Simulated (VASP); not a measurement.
The system is Cd4TeO3.

```
CELL_PARAMETERS angstrom
-2.66000 2.66000 5.32000
2.66000 -2.66000 5.32000
2.66000 2.66000 -5.32000
ATOMIC_POSITIONS crystal
Cd 0.13000 0.13000 0.51000
Cd 0.62000 0.62000 0.49000
Cd 0.38000 0.87000 0.00000
Cd 0.87000 0.38000 0.00000
Te 0.00000 0.00000 0.00000
O 0.50000 0.50000 0.00000
O 0.75000 0.25000 0.50000
O 0.25000 0.75000 0.50000
```

The cell was built by a generator and needn't be a form met in nature.

```yaml
Program: VASP 6.6.1
Task: relaxation of cell and atoms
Functional: PBE
Potentials_or_basis: VASP PAW PBE potentials, release 64 (Cd, Te, O)
Cutoff: 520 eV
k_mesh: 4 × 4 × 4
Occupations: gaussian, width 0.15 eV
Spin: no spin polarisation
```

At the start: pressure 16.5 GPa; volume 18.82 Å³/atom.

Question: Where does the relaxation end?

Answer: Over 8 steps the energy falls by 464.2 meV/atom and the volume is 20.52 Å³/atom (+9.0 %); space group I-42m (No. 121, to 0.05 Å).

The path:
| step | energy change (eV) | largest force (eV/Å) | pressure (GPa) | volume (Å³) |
| --- | --- | --- | --- | --- |
| 1 | 0.0000 | 5.7206 | 16.45 | 150.57 |
| 2 | -2.6306 | 0.2118 | -8.93 | 196.73 |
| 3 | -3.1047 | 1.1257 | -4.34 | 180.25 |
| 4 | -3.5578 | 0.6942 | -1.15 | 169.17 |
| 5 | -3.6590 | 0.4109 | 1.14 | 162.15 |
| 6 | -3.6585 | 0.3627 | 2.03 | 160.82 |
| 7 | -3.6595 | 0.3889 | 1.86 | 161.30 |
| 8 | -3.7137 | 0.0403 | 0.14 | 164.15 |

Final structure:
```cif
data_structure
_symmetry_space_group_name_H-M 'P 1'
_symmetry_Int_Tables_number 1
_cell_length_a 6.6754
_cell_length_b 6.6754
_cell_length_c 6.6754
_cell_angle_alpha 131.336
_cell_angle_beta 131.336
_cell_angle_gamma 71.279
_cell_volume 164.15
loop_
_atom_site_label
_atom_site_type_symbol
_atom_site_fract_x
_atom_site_fract_y
_atom_site_fract_z
_atom_site_occupancy
Cd1 Cd 0.14817 0.14817 0.58455 1
Cd2 Cd 0.56362 0.56362 0.41545 1
Cd3 Cd 0.43638 0.85183 0.00000 1
Cd4 Cd 0.85183 0.43638 0.00000 1
Te1 Te 0.00000 0.00000 0.00000 1
O1 O 0.50000 0.50000 0.00000 1
O2 O 0.75000 0.25000 0.50000 1
O3 O 0.25000 0.75000 0.50000 1
```

Caveat: the k mesh is coarse (spacing up to 0.42 Å⁻¹), so the values aren't converged.
